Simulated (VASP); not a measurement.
All values below come from r2SCAN meta-GGA, VASP's PBE PAW potentials (set 64) (plane waves; VASP).

VASP input:

### INCAR
```
SYSTEM = SnO monolayer
PREC = Normal
ENCUT = 500
EDIFF = 1E-6
NELM = 100
ALGO = Normal
LREAL = .FALSE.
LASPH = .TRUE.
ISMEAR = 0
SIGMA = 0.05
METAGGA = R2SCAN
LMIXTAU = .TRUE.
LMAXMIX = 4
LWAVE = .FALSE.
LCHARG = .FALSE.
NELMIN = 4
LVHAR = .TRUE.
LORBIT = 11
```

**KPOINTS**
```
Automatic mesh
0
Gamma
12 12 1
0 0 0
```

### POSCAR
```
SnO monolayer
1
    3.7795448180     0.0000000000    -0.0000000000
    0.0000000000     3.7795448180     0.0000000000
    0.0000000000    -0.0000000000    18.8466379210
Sn O
2 2
Direct
  0.5000000000   0.0000000000   0.4375816998
  0.0000000000   0.5000000000   0.5624183002
  0.5000000000   0.5000000000   0.5000000000
  0.0000000000   0.0000000000   0.5000000000
```

POTCAR, in this order: Sn_d O (PBE.64 set). Program: vasp_std. Read from the step before: WAVECAR.

What VASP printed:

File OSZICAR:
```
       N       E                     dE             d eps       ncg     rms          rms(c)
DAV:   1    -0.667021256637E+02   -0.66702E+02   -0.11294E-02  1344   0.170E+00    0.727E-03
DAV:   2    -0.667022972091E+02   -0.17155E-03   -0.16527E-05  1336   0.528E-02    0.459E-03
DAV:   3    -0.667020166729E+02    0.28054E-03   -0.44414E-05  1192   0.675E-02    0.920E-04
DAV:   4    -0.667021568095E+02   -0.14014E-03   -0.25527E-05  1120   0.512E-02    0.762E-04
DAV:   5    -0.667021345658E+02    0.22244E-04   -0.66497E-07  1072   0.949E-03    0.838E-04
DAV:   6    -0.667021291304E+02    0.54354E-05   -0.30907E-07   912   0.534E-03    0.871E-04
DAV:   7    -0.667021439185E+02   -0.14788E-04   -0.74302E-07   896   0.108E-02    0.867E-04
DAV:   8    -0.667021240199E+02    0.19899E-04   -0.15345E-06   896   0.211E-02    0.138E-03
DAV:   9    -0.667021191494E+02    0.48705E-05   -0.66552E-07   896   0.801E-03    0.149E-03
DAV:  10    -0.667021262789E+02   -0.71296E-05   -0.42670E-07   896   0.689E-03    0.137E-03
DAV:  11    -0.667021329875E+02   -0.67086E-05   -0.16777E-07   896   0.452E-03    0.146E-03
DAV:  12    -0.667021414859E+02   -0.84984E-05   -0.69315E-07   896   0.834E-03    0.139E-03
DAV:  13    -0.667021414490E+02    0.36946E-07   -0.18671E-07   896   0.386E-03
   1 F= -.66702141E+02 E0= -.66702141E+02  d E =-.325429E-16
```

File OUTCAR:
```
------------------------ aborting loop because EDIFF is reached ----------------------------------------
  FORCE on cell =-STRESS in cart. coord.  units (eV):
  Direction    XX          YY          ZZ          XY          YZ          ZX
  --------------------------------------------------------------------------------------
  Total       -0.0580700     -0.0580700     -0.0653742      0.0000000      0.0000000     -0.0000000
  in kB       -0.3455808     -0.3455808     -0.3890488      0.0000000      0.0000000     -0.0000000
  external PRESSURE =      -0.3600701 kB  Pullay stress =       0.0000000 kB
  volume of cell :      269.22
      direct lattice vectors                 reciprocal lattice vectors
     3.779544818  0.000000000  0.000000000     0.264582125  0.000000000  0.000000000
     0.000000000  3.779544818  0.000000000     0.000000000  0.264582125  0.000000000
     0.000000000  0.000000000 18.846637921     0.000000000  0.000000000  0.053059862
 POSITION                                       TOTAL-FORCE (eV/Angst)
 -----------------------------------------------------------------------------------
      1.88977      0.00000      8.24694        -0.000000      0.000000     -0.009229
      0.00000      1.88977     10.59969         0.000000      0.000000      0.009229
      1.88977      1.88977      9.42332         0.000000      0.000000      0.000000
      0.00000      0.00000      9.42332        -0.000000      0.000000      0.000000
 -----------------------------------------------------------------------------------
    total drift:                                0.000000      0.000000      0.000000
  FREE ENERGIE OF THE ION-ELECTRON SYSTEM (eV)
  ---------------------------------------------------
  free  energy   TOTEN  =       -66.7021414490 eV

  energy  without entropy=      -66.7021414490  energy(sigma->0) =      -66.70214145

 total charge

# of ion       s       p       d       tot
------------------------------------------
    1        1.239   0.801  10.061  12.101
    2        1.239   0.801  10.061  12.101
    3        1.580   3.475   0.000   5.055
    4        1.580   3.475   0.000   5.055
--------------------------------------------------
tot          5.638   8.552  20.123  34.313
```
(Selected blocks of OUTCAR.)

The cell is a sheet with vacuum, built from SnO (litharge).
